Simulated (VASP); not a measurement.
Here is the system:

```yaml
crystal:
  lattice:
    - [-2.71364, 2.71364, 5.34381]
    - [2.71364, -2.71364, 5.34381]
    - [2.71364, 2.71364, -5.34381]
  atoms:
    - { symbol: Zn, position: [0.00000, 0.00000, 0.00000] }
    - { symbol: Zn, position: [0.75000, 0.25000, 0.50000] }
    - { symbol: Ge, position: [0.50000, 0.50000, 0.00000] }
    - { symbol: Ge, position: [0.25000, 0.75000, 0.50000] }
    - { symbol: P, position: [0.87500, 0.87285, 0.49785] }
    - { symbol: P, position: [0.12715, 0.62500, 0.00215] }
    - { symbol: P, position: [0.37500, 0.37715, 0.50215] }
    - { symbol: P, position: [0.62285, 0.12500, 0.99785] }
```

Method: PBEsol GGA, VASP's PBE PAW potentials (set 64) (plane waves; VASP 6.6.1). Settings: 400 eV cut-off, 7×7×7 Γ-centred mesh, tetrahedra with Blöchl corrections, potentials Zn Ge_d P.

The cores are frozen, which limits the accuracy of field gradients.

Question: Give the principal components of the electric field gradient (V/Å²) and the asymmetry η at each nucleus.

Answer: 
| atom | Vxx | Vyy | Vzz | η |
|---|---|---|---|---|
| Zn1 | -3.1 | -3.1 | 6.1 | 0.00 |
| Zn2 | -3.1 | -3.1 | 6.1 | 0.00 |
| Ge3 | -0.7 | -0.7 | 1.4 | 0.01 |
| Ge4 | -0.7 | -0.7 | 1.4 | 0.01 |
| P5 | 60.4 | 7.4 | -67.8 | 0.78 |
| P6 | 60.4 | 7.4 | -67.8 | 0.78 |
| P7 | 60.4 | 7.4 | -67.8 | 0.78 |
| P8 | 60.4 | 7.4 | -67.8 | 0.78 |

The compound is ZnGeP2 in the chalcopyrite structure. It was relaxed first.
